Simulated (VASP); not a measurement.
Output of a VASP run:

File OUTCAR:
```
 ion  position               nearest neighbor table
   1  0.000  0.000  0.000-   8 1.89   8 1.89   8 1.89   5 1.90   4 3.10   4 3.10   4 3.10   3 3.10
                             3 3.10   3 3.10
   2  0.000  0.000  0.500-   7 1.89   7 1.89   7 1.89   6 1.90   3 3.10   3 3.10   3 3.10   4 3.10
                             4 3.10   4 3.10
   3  0.667  0.333  0.750-   5 1.90   5 1.90   5 1.90   7 1.91   2 3.10   2 3.10   2 3.10   1 3.10
                             1 3.10   1 3.10
   4  0.333  0.667  0.250-   6 1.90   6 1.90   6 1.90   8 1.91   1 3.10   1 3.10   1 3.10   2 3.10
                             2 3.10   2 3.10
   5  0.000  0.000  0.813-   3 1.90   3 1.90   3 1.90   1 1.90
   6  0.000  0.000  0.313-   4 1.90   4 1.90   4 1.90   2 1.90
   7  0.667  0.333  0.562-   2 1.89   2 1.89   2 1.89   3 1.91
   8  0.333  0.667  0.062-   1 1.89   1 1.89   1 1.89   4 1.91
  LATTYP: Found a hexagonal cell.
 ALAT       =     3.0940653754
 C/A-ratio  =     3.2733544427
 Subroutine PRICEL returns:
 Original cell was already a primitive cell.
 Subroutine GETGRP returns: Found 12 space group operations
The static configuration has the point symmetry C_3v.
 The point group associated with its full space group is C_6v.
The dynamic configuration has the point symmetry C_3v.
 Subroutine INISYM returns: Found 12 space group operations
 Subroutine IBZKPT returns following result:
 Found     24 irreducible k-points:

 Following reciprocal coordinates:
            Coordinates               Weight
  0.000000  0.000000  0.000000      1.000000
  0.111111 -0.000000  0.000000      6.000000
  0.222222  0.000000  0.000000      6.000000
  0.333333 -0.000000  0.000000      6.000000
  0.444444  0.000000  0.000000      6.000000
  0.111111  0.111111  0.000000      6.000000
  0.222222  0.111111  0.000000     12.000000
  0.333333  0.111111  0.000000     12.000000
  0.444444  0.111111  0.000000      6.000000
  0.222222  0.222222  0.000000      6.000000
  0.333333  0.222222  0.000000     12.000000
  0.333333  0.333333  0.000000      2.000000
  0.000000  0.000000  0.333333      2.000000
  0.111111 -0.000000  0.333333     12.000000
  0.222222  0.000000  0.333333     12.000000
  0.333333 -0.000000  0.333333     12.000000
  0.444444  0.000000  0.333333     12.000000
  0.111111  0.111111  0.333333     12.000000
  0.222222  0.111111  0.333333     24.000000
  0.333333  0.111111  0.333333     24.000000
  0.444444  0.111111  0.333333     12.000000
  0.222222  0.222222  0.333333     12.000000
  0.333333  0.222222  0.333333     24.000000
  0.333333  0.333333  0.333333      4.000000
   k-points           NKPTS =     24   k-points in BZ     NKDIM =     24   number of bands    NBANDS=     21
   number of dos      NEDOS =    601   number of ions     NIONS =      8
   total plane-waves  NPLWV =  46080
   dimension x,y,z NGX =    24 NGY =   24 NGZ =   80
   dimension x,y,z NGXF=    48 NGYF=   48 NGZF=  160
   ions per type =               4   4
   PREC   = accura    normal or accurate (medium, high low for compatibility)
   ISTART =      0    job   : 0-new  1-cont  2-samecut
   ICHARG =      2    charge: 1-file 2-atom 10-const
   ISPIN  =      1    spin polarized calculation?
   LNONCOLLINEAR =      F non collinear calculations
   LSORBIT =      F    spin-orbit coupling
   INIWAV =      1    electr: 0-lowe 1-rand  2-diag
   ENCUT  =  520.0 eV  38.22 Ry    6.18 a.u.   5.75  5.75 18.83*2*pi/ulx,y,z
   NELM   =    100;   NELMIN=  2; NELMDL= -5     # of ELM steps
   EDIFF  = 0.1E-06   stopping-criterion for ELM
   LREAL  =      F    real-space projection
   NLSPLINE    = F    spline interpolate recip. space projectors
   LMAXMIX     =    2 max onsite mixed and CHGCAR
   VOSKOWN=      0    Vosko Wilk Nusair interpolation
   EDIFFG = 0.1E-05   stopping-criterion for IOM
   NSW    =      0    number of steps for IOM
   NBLOCK =      1;   KBLOCK =      1    inner block; outer block
   IBRION =     -1    ionic relax: 0-MD 1-quasi-New 2-CG
   NFREE  =      0    steps in history (QN), initial steepest desc. (CG)
   ISIF   =      2    stress and relaxation
   ISYM   =      2    0-nonsym 1-usesym 2-fastsym
   TEIN   =    0.0    initial temperature
...
```

### OSZICAR
```
       N       E                     dE             d eps       ncg     rms          rms(c)
DAV:   1     0.932275333542E+02    0.93228E+02   -0.14675E+04  1008   0.135E+03
DAV:   2    -0.596357286914E+02   -0.15286E+03   -0.14401E+03  1415   0.227E+02
DAV:   3    -0.673738296016E+02   -0.77381E+01   -0.76956E+01  1243   0.519E+01
DAV:   4    -0.675058949970E+02   -0.13207E+00   -0.13174E+00  1272   0.762E+00
DAV:   5    -0.675091787486E+02   -0.32838E-02   -0.32825E-02  1213   0.116E+00    0.173E+01
DAV:   6    -0.604520972144E+02    0.70571E+01   -0.24262E+01  1168   0.236E+01    0.766E+00
DAV:   7    -0.602776160043E+02    0.17448E+00   -0.16963E+00  1377   0.663E+00    0.336E+00
DAV:   8    -0.602488192790E+02    0.28797E-01   -0.99122E-02  1178   0.183E+00    0.855E-01
DAV:   9    -0.602476309354E+02    0.11883E-02   -0.12372E-02  1213   0.692E-01    0.167E-01
DAV:  10    -0.602481576829E+02   -0.52675E-03   -0.13467E-03  1276   0.208E-01    0.728E-02
DAV:  11    -0.602482174319E+02   -0.59749E-04   -0.20817E-04  1218   0.979E-02    0.169E-02
DAV:  12    -0.602482199919E+02   -0.25600E-05   -0.86017E-06  1273   0.189E-02    0.553E-03
DAV:  13    -0.602482210655E+02   -0.10735E-05   -0.63918E-07  1212   0.525E-03    0.226E-03
DAV:  14    -0.602482210598E+02    0.56630E-08   -0.16442E-08   834   0.981E-04
   1 F= -.60248221E+02 E0= -.60248221E+02  d E =0.000000E+00
```

OUTCAR:
```
------------------------ aborting loop because EDIFF is reached ----------------------------------------
  FORCE on cell =-STRESS in cart. coord.  units (eV):
  Direction    XX          YY          ZZ          XY          YZ          ZX
  --------------------------------------------------------------------------------------
  Total       -0.0102913     -0.0102913      0.0011146      0.0000000      0.0000000      0.0000000
  in kB       -0.1963676     -0.1963676      0.0212670      0.0000000      0.0000000      0.0000000
  external PRESSURE =      -0.1238227 kB  Pullay stress =       0.0000000 kB
  volume of cell :       83.97
      direct lattice vectors                 reciprocal lattice vectors
     1.547032651 -2.679539237  0.000000000     0.323199384 -0.186599246  0.000000000
     1.547032651  2.679539237  0.000000000     0.323199384  0.186599246  0.000000000
     0.000000000  0.000000000 10.127972643     0.000000000  0.000000000  0.098736444
  FREE ENERGIE OF THE ION-ELECTRON SYSTEM (eV)
  ---------------------------------------------------
  free  energy   TOTEN  =       -60.2482210598 eV

  energy  without entropy=      -60.2482210598  energy(sigma->0) =      -60.24822106

 total charge

# of ion       s       p       d       tot
------------------------------------------
    1        0.707   0.958   0.000   1.665
    2        0.707   0.958   0.000   1.665
    3        0.706   0.960   0.000   1.666
    4        0.706   0.960   0.000   1.666
    5        0.836   1.695   0.000   2.531
    6        0.836   1.695   0.000   2.531
    7        0.836   1.697   0.000   2.533
    8        0.836   1.697   0.000   2.533
--------------------------------------------------
tot          6.170  10.619   0.000  16.789
```
(Selected blocks of OUTCAR.)

POSCAR:
```
SiC
1
    1.5470326511    -2.6795392372    -0.0000000000
    1.5470326511     2.6795392372     0.0000000000
    0.0000000000    -0.0000000000    10.1279726426
Si C
4 4
Direct
  0.0000000000   0.0000000000   0.0003203255
  0.0000000000   0.0000000000   0.5003203255
  0.6666670000   0.3333330000   0.7502777385
  0.3333330000   0.6666670000   0.2502777385
  0.0000000000   0.0000000000   0.8128573556
  0.0000000000   0.0000000000   0.3128573556
  0.6666670000   0.3333330000   0.5621745804
  0.3333330000   0.6666670000   0.0621745804
```

Q: Write an INCAR and KPOINTS that could have produced this output.

A: This is not unique; one that fits is the input of the run itself, PBE GGA, plane waves, VASP's PBE PAW potentials (set 64).

INCAR:
```
! general
SYSTEM=SiC
PREC  =Accurate
ENCUT =520
LREAL =.FALSE.
LASPH =.TRUE.

! electronic loop
EDIFF =1E-7
NELM  =100
ALGO  =Normal

! smearing
ISMEAR=-5

! functional
GGA   =PE

! ions
ISIF  =2

! output
LWAVE =.FALSE.
LCHARG=.TRUE.
LORBIT=11
NEDOS =601
```

File KPOINTS:
```
Automatic mesh
0
Gamma
9 9 3
0 0 0
```

POTCAR, in this order: Si C (PBE.64 set). Program: vasp_std.

The compound is SiC in the 4h structure. It was relaxed first.
